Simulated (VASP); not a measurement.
Output of a VASP run:

File OSZICAR:
```
       N       E                     dE             d eps       ncg     rms          rms(c)
DAV:   1     0.613565057018E+03    0.61357E+03   -0.26714E+04  7200   0.179E+03
DAV:   2     0.715679109971E+01   -0.60641E+03   -0.57096E+03  7824   0.527E+02
DAV:   3    -0.641833330126E+02   -0.71340E+02   -0.69733E+02  8528   0.174E+02
DAV:   4    -0.661554953530E+02   -0.19722E+01   -0.18969E+01  8564   0.282E+01
DAV:   5    -0.662008802465E+02   -0.45385E-01   -0.45162E-01  8966   0.442E+00    0.419E+01
DAV:   6    -0.581004613999E+02    0.81004E+01   -0.15820E+02  8364   0.102E+02    0.381E+01
DAV:   7    -0.527976627733E+02    0.53028E+01   -0.10484E+02  8772   0.101E+02    0.188E+01
DAV:   8    -0.506702205749E+02    0.21274E+01   -0.71422E+00  8170   0.240E+01    0.699E+00
DAV:   9    -0.503173449962E+02    0.35288E+00   -0.19747E+00  9490   0.122E+01    0.233E+00
DAV:  10    -0.503324363351E+02   -0.15091E-01   -0.17536E-01  7942   0.369E+00    0.131E+00
DAV:  11    -0.503335996153E+02   -0.11633E-02   -0.25291E-02  9448   0.145E+00    0.557E-01
DAV:  12    -0.503331104467E+02    0.48917E-03   -0.34852E-03  9720   0.535E-01    0.250E-01
DAV:  13    -0.503328880643E+02    0.22238E-03   -0.12281E-03  8848   0.362E-01    0.901E-02
DAV:  14    -0.503328790759E+02    0.89885E-05   -0.14641E-04  8646   0.939E-02    0.485E-02
DAV:  15    -0.503328787949E+02    0.28096E-06   -0.26738E-05  8972   0.353E-02    0.206E-02
DAV:  16    -0.503328780196E+02    0.77532E-06   -0.83283E-06  9362   0.278E-02    0.542E-03
DAV:  17    -0.503328780745E+02   -0.54942E-07   -0.10008E-06  7666   0.733E-03    0.246E-03
DAV:  18    -0.503328780737E+02    0.85856E-09   -0.19008E-07  6028   0.398E-03
   1 F= -.52131294E+02 E0= -.52131159E+02  d E =-.521313E+02  mag=     4.0000
       N       E                     dE             d eps       ncg     rms          rms(c)
DAV:   1    -0.503328875298E+02   -0.94553E-05   -0.81925E-03  7260   0.575E-01    0.333E-02
DAV:   2    -0.503329005440E+02   -0.13014E-04   -0.20309E-04  8686   0.103E-01    0.229E-02
DAV:   3    -0.503328975957E+02    0.29483E-05   -0.75815E-06  9610   0.272E-02    0.137E-02
DAV:   4    -0.503328964610E+02    0.11348E-05   -0.59773E-06  9480   0.230E-02    0.834E-03
DAV:   5    -0.503328962150E+02    0.24597E-06   -0.16200E-06  9932   0.122E-02    0.322E-03
DAV:   6    -0.503328962089E+02    0.60845E-08   -0.10219E-07  4800   0.277E-03
   2 F= -.52131307E+02 E0= -.52131174E+02  d E =-.128780E-04  mag=     4.0000
```

**OUTCAR**
```
------------------------ aborting loop because EDIFF is reached ----------------------------------------
  Edisp (eV):   -1.79841
  FORCE on cell =-STRESS in cart. coord.  units (eV):
  Direction    XX          YY          ZZ          XY          YZ          ZX
  --------------------------------------------------------------------------------------
  Total      -0.00551    -0.00551    -0.00858     0.00000     0.00000     0.00000
  in kB      -0.15580    -0.15580    -0.24286     0.00000     0.00000     0.00000
  external pressure =       -0.18 kB  Pullay stress =        0.00 kB
  volume of cell :       56.63
      direct lattice vectors                 reciprocal lattice vectors
     4.410198541 -0.000000000  0.000000000     0.226747161  0.000000000  0.000000000
    -0.000000000  4.410198541  0.000000000     0.000000000  0.226747161  0.000000000
     0.000000000  0.000000000  2.911480375     0.000000000  0.000000000  0.343467883
 POSITION                                       TOTAL-FORCE (eV/Angst)
 -----------------------------------------------------------------------------------
      0.00000      0.00000      0.00000        -0.000000      0.000000      0.000000
      2.20510      2.20510      1.45574         0.000000      0.000000      0.000000
      1.33668      1.33668      0.00000        -0.000118     -0.000118      0.000000
      3.54178      0.86842      1.45574        -0.000118      0.000118      0.000000
      0.86842      3.54178      1.45574         0.000118     -0.000118      0.000000
      3.07352      3.07352      2.91148         0.000118      0.000118     -0.000000
 -----------------------------------------------------------------------------------
    total drift:                                0.000000      0.000000      0.000000
  FREE ENERGIE OF THE ION-ELECTRON SYSTEM (eV)
  ---------------------------------------------------
  free  energy   TOTEN  =       -52.1313068629 eV

  energy  without entropy=      -52.1309081303  energy(sigma->0) =      -52.13117395

 total charge

# of ion       s       p       d       tot
------------------------------------------
    1        0.370   6.472   4.039  10.881
    2        0.370   6.472   4.039  10.881
    3        1.572   3.469   0.000   5.041
    4        1.572   3.469   0.000   5.041
    5        1.572   3.469   0.000   5.041
    6        1.572   3.469   0.000   5.041
--------------------------------------------------
tot          7.029  26.819   8.078  41.926

 magnetization (x)

# of ion       s       p       d       tot
------------------------------------------
    1        0.024   0.032   2.035   2.092
    2        0.024   0.032   2.035   2.092
    3       -0.003  -0.069   0.000  -0.071
    4       -0.003  -0.069   0.000  -0.071
    5       -0.003  -0.069   0.000  -0.071
    6       -0.003  -0.069   0.000  -0.071
--------------------------------------------------
tot          0.038  -0.209   4.071   3.899

 reached required accuracy - stopping structural energy minimisation
```
(Selected blocks of OUTCAR.)

File POSCAR:
```
CrO2
1
    4.4104295196     0.0000000000     0.0000000000
    0.0000000000     4.4104295196     0.0000000000
    0.0000000000     0.0000000000     2.9111754288
Cr O
2 4
Direct
  0.0000000000   0.0000000000   0.0000000000
  0.5000000000   0.5000000000   0.5000000000
  0.3031800221   0.3031800221   0.0000000000
  0.8031800221   0.1968199779   0.5000000000
  0.1968199779   0.8031800221   0.5000000000
  0.6968199779   0.6968199779   0.0000000000
```

Reconstruct the remaining input files.

This is not unique; one that fits is the input of the run itself, PBE GGA with D4 dispersion, plane waves, VASP's PBE PAW potentials (set 64).

INCAR:
```
# general
SYSTEM  = CrO2
PREC    = Accurate
ENCUT   = 520
LREAL   = .FALSE.   # projection in real space or not
LASPH   = .TRUE.

# electronic loop
EDIFF   = 1E-7   # SCF stop (eV)
NELM    = 100
ALGO    = Normal
LMAXMIX = 4

# smearing
ISMEAR  = 1   # Methfessel-Paxton
SIGMA   = 0.1   # width (eV)

# functional
GGA     = PE   # PBE
IVDW    = 13

# spin
ISPIN   = 2
MAGMOM  = 2.1 2.1 -0.1 -0.1 -0.1 -0.1

# ions
IBRION  = 2
NSW     = 30   # most ionic steps
ISIF    = 4   # ions and shape, fixed volume
EDIFFG  = -0.01   # ionic stop

# output
LWAVE   = .FALSE.
LCHARG  = .FALSE.
LORBIT  = 10
```

**KPOINTS**
```
K-points
0
Gamma
  7 7 10
0 0 0
```

POTCAR, in this order: Cr_pv O (PBE.64 set). Program: vasp_std.

The compound is CrO2 in the rutile structure. This run relaxes it. Symmetry was kept, so distortions that lower it aren't found.
